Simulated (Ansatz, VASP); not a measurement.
# Ge21H20 (Ge wire along [100], 21 atoms a period, H-terminated) in two plane-wave programs

Aim: how closely do two programs agree when they are given the same cell, functional and k mesh? The cell is taken from a series of runs on this material, whose earlier steps may have relaxed, scaled, displaced or heated it; both programs get it as it stands.

Program: Ansatz 0.2.0. Level of theory: plane waves, with VASP 6.6.1 beside it; single point at PBE. Results are calculated unless marked as measured.

## Step 1: The starting structure

The cell holds 41 atoms: 21 Ge and 20 H. Its edges and angles: a = 17.241 Å, b = 17.241 Å, c = 5.789 Å, α = 90.0°, β = 90.0°, γ = 90.0°. Vacuum lies along a and b. The structure's axis is c.

## Step 2: VASP: single point, PBE

A single point gives forces, pressure and levels at one fixed geometry, so differences don't come from the geometry; what else differs is listed under the comparison.

Lines of VASP's logs that name or quote its potential files are left out, and so is its time.

INCAR

```
SYSTEM = Ge21H20
PREC = Accurate
ENCUT = 410
EDIFF = 1E-06
NELM = 120
ISMEAR = -1
SIGMA = 0.05
LREAL = Auto
ALGO = Normal
GGA = PE
NBANDS = 192
LORBIT = 11
LWAVE = .FALSE.
LCHARG = .FALSE.
ISIF = 2
LASPH = .TRUE.
GGA_COMPAT = .FALSE.
EFERMI = MIDGAP
KPAR = 8
```

POSCAR

```
Ge21H20
1.0
   17.2410000000      0.0000000000      0.0000000000
    0.0000000000     17.2410000000      0.0000000000
    0.0000000000      0.0000000000      5.7891363459
Ge H
21 20
Direct
    0.3353774060      0.3353774060      0.9947344130
    0.3353774060      0.6646418990      0.0052655870
    0.5000096525      0.5000096525      0.0000000000
    0.6646418990      0.3353774060      0.0052655870
    0.6646418990      0.6646418990      0.9947344130
    0.2537659690      0.5885034440      0.2687965410
    0.4173518130      0.4173518130      0.2482590290
    0.4115158610      0.7462533360      0.2687965410
    0.5885034440      0.2537659690      0.2687965410
    0.5826674920      0.5826674920      0.2482590290
    0.7462533360      0.4115158610      0.2687965410
    0.3346243220      0.5000096525      0.5000000000
    0.5000096525      0.3346243220      0.5000000000
    0.5000096525      0.6653949830      0.5000000000
    0.6653949830      0.5000096525      0.5000000000
    0.2537659690      0.4115158610      0.7312034590
    0.4115158610      0.2537659690      0.7312034590
    0.4173518130      0.5826674920      0.7517409710
    0.5826674920      0.4173518130      0.7517409710
    0.5885034440      0.7462533360      0.7312034590
    0.7462533360      0.5885034440      0.7312034590
    0.1891396730      0.5436472240      0.1410073950
    0.4563720810      0.8108796320      0.1410073950
    0.5436472240      0.1891396730      0.1410073950
    0.8108796320      0.4563720810      0.1410073950
    0.2827495840      0.2827495840      0.1463449720
    0.7172697210      0.7172697210      0.1463449720
    0.2134067540      0.6458504245      0.4362167540
    0.3541688805      0.7866125510      0.4362167540
    0.6458504245      0.2134067540      0.4362167540
    0.7866125510      0.3541688805      0.4362167540
    0.2134067540      0.3541688805      0.5637832460
    0.3541688805      0.2134067540      0.5637832460
    0.6458504245      0.7866125510      0.5637832460
    0.7866125510      0.6458504245      0.5637832460
    0.2827495840      0.7172697210      0.8536550280
    0.7172697210      0.2827495840      0.8536550280
    0.1891396730      0.4563720810      0.8589926050
    0.4563720810      0.1891396730      0.8589926050
    0.5436472240      0.8108796320      0.8589926050
    0.8108796320      0.5436472240      0.8589926050
```

KPOINTS

```
Automatic mesh
0
Gamma
1 1 14
0 0 0
```

Potentials, in the order of the species: Ge_d and H (PBE family, release 64).

On the command line:

```bash
> mpirun -np 8 vasp_std
```

Numbers of over 12 decimals in the logs are rounded to 6 here.

What it wrote:

```text
[banner, memory and clock lines left out]
running    8 mpi-ranks, on    1 nodes
[...]
|                                                                             |
|           W    W    AA    RRRRR   N    N  II  N    N   GGGG   !!!           |
|           W    W   A  A   R    R  NN   N  II  NN   N  G    G  !!!           |
|           W    W  A    A  R    R  N N  N  II  N N  N  G       !!!           |
|           W WW W  AAAAAA  RRRRR   N  N N  II  N  N N  G  GGG   !            |
|           WW  WW  A    A  R   R   N   NN  II  N   NN  G    G                |
|           W    W  A    A  R    R  N    N  II  N    N   GGGG   !!!           |
|                                                                             |
|     For optimal performance we recommend to set                             |
|       NCORE = 2 up to number-of-cores-per-socket                            |
|     NCORE specifies how many cores store one orbital (NPAR=cpu/NCORE).      |
|     This setting can greatly improve the performance of VASP for DFT.       |
|     The default, NCORE=1 might be grossly inefficient on modern             |
|     multi-core architectures or massively parallel machines. Do your        |
|     Unfortunately you need to use the default for GW and RPA                |
|     calculations (for HF NCORE is supported but not extensively tested      |
|     yet).                                                                   |
|                                                                             |

 LDA part: xc-table for (Slater+PW92), standard interpolation
 POSCAR, INCAR and KPOINTS ok, starting setup
[...]
entering main loop
       N       E                     dE             d eps       ncg     rms          rms(c)
DAV:   1     0.330527378472E+04    0.33053E+04   -0.13467E+05  3608   0.228E+03
DAV:   2     0.457194777134E+03   -0.28481E+04   -0.27566E+04  3912   0.561E+02
DAV:   3    -0.112848507389E+03   -0.57004E+03   -0.55695E+03  4240   0.215E+02
DAV:   4    -0.161822000085E+03   -0.48973E+02   -0.48660E+02  3544   0.707E+01
[...]
DAV:  22    -0.158163985265E+03   -0.15009E-04   -0.11779E-06  2344   0.175E-02    0.860E-04
DAV:  23    -0.158163991394E+03   -0.61289E-05   -0.82383E-07  2288   0.834E-03    0.720E-04
DAV:  24    -0.158163991970E+03   -0.57677E-06   -0.36828E-07  2296   0.113E-02
   1 F= -.15816399E+03 E0= -.15816399E+03  d E =-.125211E-10
```

From OUTCAR (step 2):

```text
  Total       -2.3846623     -2.3846623     -2.3248947      0.0000000      0.0000000      0.0000000
  in kB       -2.2202341     -2.2202341     -2.1645877      0.0000000      0.0000000      0.0000000
  external PRESSURE =      -2.2016853 kB  Pullay stress =       0.0000000 kB

 POSITION                                       TOTAL-FORCE (eV/Angst)
 -----------------------------------------------------------------------------------
      5.78224      5.78224      5.75865        -0.006061     -0.006061      0.015684
      5.78224     11.45909      0.03048        -0.006061      0.006061     -0.015684
      8.62067      8.62067      0.00000        -0.000000      0.000000      0.000000
     11.45909      5.78224      0.03048         0.006061     -0.006061     -0.015684
     11.45909     11.45909      5.75865         0.006061      0.006061      0.015684
      4.37518     10.14639      1.55610        -0.027424      0.011481      0.004557
      7.19556      7.19556      1.43721         0.007194      0.007194      0.002952
      7.09494     12.86615      1.55610        -0.011481      0.027424      0.004557
     10.14639      4.37518      1.55610         0.011481     -0.027424      0.004557
     10.04577     10.04577      1.43721        -0.007194     -0.007194      0.002952
     12.86615      7.09494      1.55610         0.027424     -0.011481      0.004557
      5.76926      8.62067      2.89457        -0.004850      0.000000      0.000000
      8.62067      5.76926      2.89457         0.000000     -0.004850      0.000000
      8.62067     11.47207      2.89457         0.000000      0.004850      0.000000
[...]
-----------------------------------------------------------------------------------
    total drift:                               -0.000021     -0.000021      0.000001

  FREE ENERGIE OF THE ION-ELECTRON SYSTEM (eV)
  ---------------------------------------------------
  free  energy   TOTEN  =      -158.1639919705 eV

  energy  without entropy=     -158.1639919705  energy(sigma->0) =     -158.16399197

[... 3 further parts left out ...]
[key lines of the parts left out:]
E-fermi :  -1.4506
```

## Step 3: Ansatz: single point, PBE

Ansatz runs on its PAW soft_1 files.

The same cell, functional, mesh and smearing now go to Ansatz, which takes its cutoff from its data sets.

input.yaml

```yaml
crystal:
  lattice:
    - [17.241, 0.0, 0.0]
    - [0.0, 17.241, 0.0]
    - [0.0, 0.0, 5.7891363459]
  atoms:
    - { symbol: Ge, position: [0.335377406, 0.335377406, 0.994734413] }
    - { symbol: Ge, position: [0.335377406, 0.664641899, 0.005265587] }
    - { symbol: Ge, position: [0.500009653, 0.500009653, 0.0] }
    - { symbol: Ge, position: [0.664641899, 0.335377406, 0.005265587] }
    - { symbol: Ge, position: [0.664641899, 0.664641899, 0.994734413] }
    - { symbol: H, position: [0.189139673, 0.543647224, 0.141007395] }
    - { symbol: H, position: [0.456372081, 0.810879632, 0.141007395] }
    - { symbol: H, position: [0.543647224, 0.189139673, 0.141007395] }
    - { symbol: H, position: [0.810879632, 0.456372081, 0.141007395] }
    - { symbol: H, position: [0.282749584, 0.282749584, 0.146344972] }
    - { symbol: H, position: [0.717269721, 0.717269721, 0.146344972] }
    - { symbol: Ge, position: [0.253765969, 0.588503444, 0.268796541] }
    - { symbol: Ge, position: [0.417351813, 0.417351813, 0.248259029] }
    - { symbol: Ge, position: [0.411515861, 0.746253336, 0.268796541] }
    - { symbol: Ge, position: [0.588503444, 0.253765969, 0.268796541] }
    - { symbol: Ge, position: [0.582667492, 0.582667492, 0.248259029] }
    - { symbol: Ge, position: [0.746253336, 0.411515861, 0.268796541] }
    - { symbol: H, position: [0.213406754, 0.645850425, 0.436216754] }
    - { symbol: H, position: [0.354168881, 0.786612551, 0.436216754] }
    - { symbol: H, position: [0.645850425, 0.213406754, 0.436216754] }
    - { symbol: H, position: [0.786612551, 0.354168881, 0.436216754] }
    - { symbol: Ge, position: [0.334624322, 0.500009653, 0.5] }
    - { symbol: Ge, position: [0.500009653, 0.334624322, 0.5] }
    - { symbol: Ge, position: [0.500009653, 0.665394983, 0.5] }
    - { symbol: Ge, position: [0.665394983, 0.500009653, 0.5] }
    - { symbol: H, position: [0.213406754, 0.354168881, 0.563783246] }
    - { symbol: H, position: [0.354168881, 0.213406754, 0.563783246] }
    - { symbol: H, position: [0.645850425, 0.786612551, 0.563783246] }
    - { symbol: H, position: [0.786612551, 0.645850425, 0.563783246] }
    - { symbol: Ge, position: [0.253765969, 0.411515861, 0.731203459] }
    - { symbol: Ge, position: [0.411515861, 0.253765969, 0.731203459] }
    - { symbol: Ge, position: [0.417351813, 0.582667492, 0.751740971] }
    - { symbol: Ge, position: [0.582667492, 0.417351813, 0.751740971] }
    - { symbol: Ge, position: [0.588503444, 0.746253336, 0.731203459] }
    - { symbol: Ge, position: [0.746253336, 0.588503444, 0.731203459] }
    - { symbol: H, position: [0.282749584, 0.717269721, 0.853655028] }
    - { symbol: H, position: [0.717269721, 0.282749584, 0.853655028] }
    - { symbol: H, position: [0.189139673, 0.456372081, 0.858992605] }
    - { symbol: H, position: [0.456372081, 0.189139673, 0.858992605] }
    - { symbol: H, position: [0.543647224, 0.810879632, 0.858992605] }
    - { symbol: H, position: [0.810879632, 0.543647224, 0.858992605] }
kpoints:
  mp_grid: { grid: [1, 1, 14] }
  band_path: { path: ["Γ", Z], npoints: 90 }
scf:
  occupations: { method: fermi_dirac, width: 0.05 }
hamiltonian:
  xc: pbe
  pseudopotentials: { kind: paw, azcp: { folder: soft_1 } }
output:
  dos: { e_range: [-5, 4] }
  write_potential: true
  write_density: true
  volumetric_format: npy
```

On the command line:

```bash
> ansatz run input.yaml --threads 4 --pin off --max-ram 16384MiB --backend cpu --events-out ev --progress --plain --runs-dir out
```

What it wrote:

```text
Engine: ansatz 0.2.0, aarch64-unknown-linux-gnu
Pseudopotentials: kind: paw
Pseudopotential: Ge, paw, valence charge 14, recommended cutoff 420 eV (normal), soft_1/Ge.paw.azcp
Pseudopotential: H, paw, valence charge 1, recommended cutoff 420 eV (normal), soft_1/H.paw.azcp
Functional definition: PBE
  parameter kappa = 0.804
  parameter beta = 0.066725
  exchange = pbe_x(kappa = kappa, mu = beta*pi^2/3)
  correlation = pbe_c(beta = beta)
Crystal: 41 atoms, lattice volume = 1720.833 Å³
Basis set: ecut = 420 eV, 33675 PW (Γ)
Bands: 198, of which v1, the nominal top of the filled ones, is band 157 counted from 1 (156 counted from 0)
Symmetry: 8 space group operations
Space group: P-42m (ITA 111), of the structure as read, at distance tolerance 1.2e-4 Å
k-points: 8 of 14
Non-local potential: Ge, projectors of the file, l = 0: 2, l = 1: 2, l = 2: 3, l = 3: 1
Non-local potential: H, projectors of the file, l = 0: 2, l = 1: 1
PAW form: soft (Blöchl's): semilocal exchange-correlation on the pseudo side does not see the compensation charge
PAW one-centre angular grid: Ge, 590 points (default); XC on 64 Gauss nodes
PAW one-centre angular grid: H, 110 points (default); XC on 64 Gauss nodes
Initial density: superposition of atomic densities (neutral atoms: chi_scale 0, normalization atom)
Initial wavefunctions: pseudopotential atomic-orbital guess
Functional: x = pbe(κ = 0.804, μ = 0.219515), c = pbe(β = 0.066725)
SCF iter   1: F=—  HF=-90512.745668 eV  |F-HF|=—  |Δ(HF+E_count)|=         —  Δρ=3.55e-2  dr2=1.80e1  ethr=3.10e-3  ⟨swp⟩=6.4  Hψ=6260  notcnv=0  defer=78
preconditioner: auto → Resta (q_TF=auto, 2.055 Å⁻¹)  ε∞=1.5  [insulator: Δε(μ)=2.628 eV  Ē_g=21.909 eV  σ=0.050 eV  W_gap=1.00  n_scr=234 (ndim 8)  ℏωp=15.9 eV  f_vac=0.554  D(μ)=0.00/eV (n_scr^D=0)  ε∞_Penn≈1.5  vacuum switching on, ρ_ref=3.5e-2 e/Å³]
SCF iter   2: F=—  HF=-90508.740294 eV  |F-HF|=—  |Δ(HF+E_count)|=    4.01e0  Δρ=1.53e-2  dr2=4.07e0  ethr=3.10e-3  ⟨swp⟩=3.0  Hψ=2239  notcnv=0  defer=259
SCF iter   3: F=—  HF=-90508.763646 eV  |F-HF|=—  |Δ(HF+E_count)|=   2.34e-2  Δρ=5.93e-3  dr2=5.61e0  ethr=1.30e-3  ⟨swp⟩=4.1  Hψ=2163  notcnv=0  defer=258
SCF iter   4: F=—  HF=-90507.783380 eV  |F-HF|=—  |Δ(HF+E_count)|=   9.80e-1  Δρ=1.69e-3  dr2=4.13e-2  ethr=1.30e-3  ⟨swp⟩=3.0  Hψ=1974  notcnv=0  defer=256
SCF iter   5: F=—  HF=-90507.790010 eV  |F-HF|=—  |Δ(HF+E_count)|=   6.63e-3  Δρ=6.48e-4  dr2=3.50e-3  ethr=1.32e-5  ⟨swp⟩=2.1  Hψ=1872  notcnv=0  defer=256
SCF iter   6: F=—  HF=-90507.792067 eV  |F-HF|=—  |Δ(HF+E_count)|=   2.06e-3  Δρ=1.36e-4  dr2=2.61e-4  ethr=1.11e-6  ⟨swp⟩=2.0  Hψ=2583  notcnv=0  defer=256
SCF iter   7: F=—  HF=-90507.792127 eV  |F-HF|=—  |Δ(HF+E_count)|=   5.99e-5  Δρ=3.80e-5  dr2=2.09e-5  ethr=8.32e-8  ⟨swp⟩=2.0  Hψ=2583  notcnv=0  defer=256
SCF iter   8: F=—  HF=-90507.792033 eV  |F-HF|=—  |Δ(HF+E_count)|=   9.38e-5  Δρ=1.41e-5  dr2=2.91e-6  ethr=6.66e-9  ⟨swp⟩=2.0  Hψ=2742  notcnv=0  defer=256
SCF iter   9: F=—  HF=-90507.792036 eV  |F-HF|=—  |Δ(HF+E_count)|=   2.60e-6  Δρ=4.36e-6  dr2=4.28e-7  ethr=9.27e-10  ⟨swp⟩=2.0  Hψ=2583  notcnv=0  defer=256
SCF iter  10: F=-90507.792036 eV  HF=-90507.792036 eV  |F-HF|=6.68e-9  |Δ(HF+E_count)|=   1.32e-7  Δρ=1.01e-6  dr2=1.29e-8  ethr=3.18e-11  ⟨swp⟩=13.8  Hψ=8081  notcnv=0
SCF 1 converged in 10 iterations: F = -90507.792036 eV  dr2 = 1.29e-8
  greatest PAW one-centre occupation: 0.998 electrons in one spin orbital (limit 2), on the Ge atom at site 11 (counted from 0), in its partial waves of l = 2
NSCF: frozen V_eff on 91 k-points
[...]
Free energy (F): -90507.792036 eV
Harris-Foulkes:  -90507.792036 eV  (|F-HF|=6.68e-9)
Internal energy: -90507.792036 eV  (E = F + TS)
E sigma→0 (E₀):  -90507.792036 eV
Fermi energy:    -0.436700 eV
--- Per-component energies (eV) ---
  E_band       = -5892.054193
  E_kinetic    = 2196.501099
  E_local      = -177170.424175  (includes V_loc(G=0)·N_el)
  E_nonlocal   = 4598.752729
  E_hartree    = 86114.388201
  E_xc         = -1666.900016
  E_vxc        = -1576.083190  (∫ρ·V_xc dr)
  E_paw        = -42310.523663  (= ΣΔE_a)
  E_vpaw       = -6169.560783  (= ΣTr[D̂ρ^β])
  E_aug_tail   = -0.018433  (compensation charges beyond the density's cutoff)
  E_ewald      = 37730.432221
  E_smearing   = -0.000000  (= −TS)
  E_closure    = 0.000000  (closes the sum)
  Σ components = -90507.792036   (vs F -90507.792036, Δ=0.00e0)
--- Band table (eV; the first three rows and the last of 8) ---
  k-point 0: bands = [... 153 lower, -2.0621, -1.8136, -1.8136, -1.7252, 0.9801, 1.0631, 1.2732, 1.2732, ... 37 higher]
  k-point 1: bands = [... 153 lower, -2.0990, -1.8227, -1.8227, -1.7371, 0.9976, 1.1203, 1.3029, 1.3029, ... 37 higher]
  k-point 2: bands = [... 153 lower, -2.1946, -1.8446, -1.8446, -1.7774, 1.0467, 1.2650, 1.3302, 1.3302, ... 37 higher]
  k-point 7: bands = [... 153 lower, -2.2731, -2.2714, -2.2061, -2.2061, 0.8380, 0.9215, 1.0275, 1.0275, ... 37 higher]
```

Reading the cycles: dr2 is the Hartree energy of the density residual (eV), the measure of convergence; HF is the Harris–Foulkes estimate of the energy, which meets the free energy F at convergence.

## Step 4: Differences

Known differences besides the potentials themselves: the cutoff is 420 eV in Ansatz and 410 eV in VASP (PREC = Accurate, projectors in real space). Total energies have different zeros and are not compared.

The two programs side by side:

| quantity | Ansatz | VASP | difference |
| --- | --- | --- | --- |
| gap on the k mesh (eV) | 2.563 | 2.567 | -0.004 |

A gap on the mesh is an upper bound, since the band edges may lie between its points.

## Step 5: Outcome

```json
{"difference in gap on the k mesh (single point, PBE)": "-0.0042 eV"}
```

In words: The difference in gap on the k mesh is -0.0042 eV (single point, PBE), within the 0.08 eV picked in this series as the mark of a large difference. Such differences can come from data sets, numerical settings and the points named under the comparisons, not from the functional's error against experiment.

[Lines on the potential files, build, host, timing and source positions are cut from VASP's logs without a mark.]

[Logs are printed without paths, hosts, clocks, repeated set-up lines and the standing remarks that a program may print on its own settings, such as how far it seeks lower states.]

[Hosts, paths, dates, database ids (printed as entryN), source tags and the programs' standing remarks are cut or masked in the printed files.]
